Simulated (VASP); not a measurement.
Calculation: rev-vdW-DF2, VASP's PBE PAW potentials (set 64) (plane waves; VASP).

The input files of a VASP run:

**INCAR**
```
SYSTEM = WSi2
PREC = Accurate
ENCUT = 520
EDIFF = 1E-7
NELM = 100
ALGO = Normal
LREAL = .FALSE.
LASPH = .TRUE.
ISMEAR = -5
GGA = MK
PARAM1 = 0.1234568
PARAM2 = 0.7114
ZAB_VDW = -1.8867
LUSE_VDW = .TRUE.
AGGAC = 0.0
LMAXMIX = 6
LWAVE = .FALSE.
LCHARG = .TRUE.
LORBIT = 11
NEDOS = 601
ISIF = 2
LEFG = .TRUE.
```

File KPOINTS:
```
Automatic mesh
0
Gamma
15 15 15
0 0 0
```

### POSCAR
```
WSi2
4.5446950
 -0.3546223991   0.3546223991   0.8651507079
  0.3546223991  -0.3546223991   0.8651507079
  0.3546223991   0.3546223991  -0.8651507079
Si W
2 1
Direct
  0.6653108246   0.6653108246   0.0000000000
  0.3346891754   0.3346891754   0.0000000000
  0.0000000000   0.0000000000   0.0000000000
```

POTCAR, in this order: Si W_sv (PBE.64 set). Program: vasp_std.

The run wrote:

### OSZICAR
```
       N       E                     dE             d eps       ncg     rms          rms(c)
DAV:   1     0.131000297902E+03    0.13100E+03   -0.11207E+04  8640   0.148E+03
DAV:   2    -0.166451951245E+02   -0.14765E+03   -0.14611E+03  9865   0.358E+02
DAV:   3    -0.208658269031E+02   -0.42206E+01   -0.41734E+01 11797   0.519E+01
DAV:   4    -0.208964068582E+02   -0.30580E-01   -0.30578E-01  9718   0.519E+00
DAV:   5    -0.208968046783E+02   -0.39782E-03   -0.39808E-03 11797   0.591E-01    0.247E+01
DAV:   6    -0.201932269239E+02    0.70358E+00   -0.44228E+00 10446   0.154E+01    0.845E+00
DAV:   7    -0.201235725444E+02    0.69654E-01   -0.31563E-01  9816   0.334E+00    0.455E+00
DAV:   8    -0.201046141258E+02    0.18958E-01   -0.46583E-02 11097   0.193E+00    0.270E-01
DAV:   9    -0.201043444550E+02    0.26967E-03   -0.14545E-03 10418   0.309E-01    0.155E-01
DAV:  10    -0.201043488587E+02   -0.44036E-05   -0.34570E-04 10824   0.179E-01    0.349E-02
DAV:  11    -0.201043454024E+02    0.34563E-05   -0.36999E-05 10964   0.503E-02    0.112E-02
DAV:  12    -0.201043465492E+02   -0.11468E-05   -0.19144E-06 10642   0.971E-03    0.394E-03
DAV:  13    -0.201043458034E+02    0.74578E-06   -0.29101E-07  9376   0.538E-03    0.894E-04
DAV:  14    -0.201043457285E+02    0.74918E-07   -0.15692E-08  5167   0.121E-03
   1 F= -.20104346E+02 E0= -.20104346E+02  d E =0.000000E+00
```

### OUTCAR
```
------------------------ aborting loop because EDIFF is reached ----------------------------------------
  FORCE on cell =-STRESS in cart. coord.  units (eV):
  Direction    XX          YY          ZZ          XY          YZ          ZX
  --------------------------------------------------------------------------------------
  Total        0.0695812      0.0695812     -0.0973925      0.0000000      0.0000000     -0.0000000
  in kB        2.7290054      2.7290054     -3.8197750      0.0000000      0.0000000     -0.0000000
  external PRESSURE =       0.5460786 kB  Pullay stress =       0.0000000 kB
  volume of cell :       40.85
      direct lattice vectors                 reciprocal lattice vectors
    -1.611650644  1.611650644  3.931846096     0.000000000  0.310240933  0.127166727
     1.611650644 -1.611650644  3.931846096     0.310240933  0.000000000  0.127166727
     1.611650644  1.611650644 -3.931846096     0.310240933  0.310240933  0.000000000
 POSITION                                       TOTAL-FORCE (eV/Angst)
 -----------------------------------------------------------------------------------
      0.00000      0.00000      5.23180        -0.000000     -0.000000     -0.029968
      0.00000      0.00000      2.63189        -0.000000     -0.000000      0.029968
      0.00000      0.00000      0.00000         0.000000      0.000000     -0.000000
 -----------------------------------------------------------------------------------
    total drift:                                0.000000     -0.000000      0.000000
  FREE ENERGIE OF THE ION-ELECTRON SYSTEM (eV)
  ---------------------------------------------------
  free  energy   TOTEN  =       -20.1043457285 eV

  energy  without entropy=      -20.1043457285  energy(sigma->0) =      -20.10434573

 total charge

# of ion       s       p       d       tot
------------------------------------------
    1        0.739   0.888   0.000   1.626
    2        0.739   0.888   0.000   1.626
    3        2.314   6.300   3.601  12.215
--------------------------------------------------
tot          3.791   8.076   3.601  15.468

 Electric field gradients after diagonalization (V/A^2)
 (convention: |V_zz| > |V_xx| > |V_yy|)
----------------------------------------------------------------------
 ion       V_xx      V_yy      V_zz     asymmetry (V_yy - V_xx)/ V_zz
----------------------------------------------------------------------
   1       4.473     4.473    -8.946       0.000
   2       4.473     4.473    -8.946       0.000
   3      67.980    67.980  -135.960       0.000
```
(Selected blocks of OUTCAR.)

For a metal the tetrahedron method with Blöchl corrections gives inexact stress and forces.

The compound is WSi2 in the MoSi2 type structure. It was relaxed first.
